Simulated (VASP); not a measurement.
The input files of a VASP run:

**KPOINTS**
```
Automatic mesh
0
Gamma
11 11 11
0 0 0
```

**POSCAR**
```
MoS
1
    0.0000000000     2.6382603023     2.6382603023
    2.6382603023     0.0000000000     2.6382603023
    2.6382603023     2.6382603023     0.0000000000
Mo S
1 1
Direct
  0.0000000000   0.0000000000   0.0000000000
  0.2500000000   0.2500000000   0.2500000000
```

INCAR:
```
! general
SYSTEM  = MoS
PREC    = Accurate
ENCUT   = 400
LREAL   = .FALSE.
LASPH   = .TRUE.

! electronic loop
EDIFF   = 1E-6
NELM    = 100
ALGO    = Normal
LMAXMIX = 4

! smearing
ISMEAR  = 1
SIGMA   = 0.1

! functional
GGA     = PS

! ions
IBRION  = 2
NSW     = 60
ISIF    = 3
EDIFFG  = -0.01

! output
LWAVE   = .FALSE.
LCHARG  = .FALSE.
```

POTCAR, in this order: Mo_sv S (PBE.64 set). Program: vasp_std.

Problem. Write an equivalent input for Quantum ESPRESSO's pw.x.

Solution. One equivalent input (not run):
```
&CONTROL
  calculation = 'vc-relax'
  pseudo_dir = './pseudo'
  outdir = './out'
  tprnfor = .true.
  tstress = .true.
  nstep = 60
  forc_conv_thr = 0.00039
/
&SYSTEM
  ibrav = 0
  nat = 2
  ntyp = 2
  ecutwfc = 80
  occupations = 'smearing'
  smearing = 'methfessel-paxton'
  degauss = 0.00735
  input_dft = 'pbesol'
/
&ELECTRONS
  conv_thr = 7.3e-08
  electron_maxstep = 100
/
&IONS
/
&CELL
/
ATOMIC_SPECIES
  Mo 95.950 Mo.upf
  S 32.060 S.upf
CELL_PARAMETERS angstrom
     0.0000000    2.6382603    2.6382603
     2.6382603    0.0000000    2.6382603
     2.6382603    2.6382603    0.0000000
ATOMIC_POSITIONS crystal
  Mo   0.0000000  0.0000000  0.0000000
  S    0.2500000  0.2500000  0.2500000
K_POINTS automatic
  11 11 11 0 0 0
```
Limits of the translation: the potentials are each code's own (VASP's PAW set, PseudoDojo norm-conserving files in pw.x), so ENCUT and ecutwfc are chosen apart and not converted; conv_thr bounds pw.x's estimated SCF error, while EDIFF bounds the energy change between steps; forc_conv_thr acts on force components and is met together with etot_conv_thr.

The structure was generated: MoS was put into the zinc blende type (F-43m), which need not be its known phase. This run relaxes it. Symmetry was kept, so distortions that lower it aren't found. The start is the result of an earlier pass.
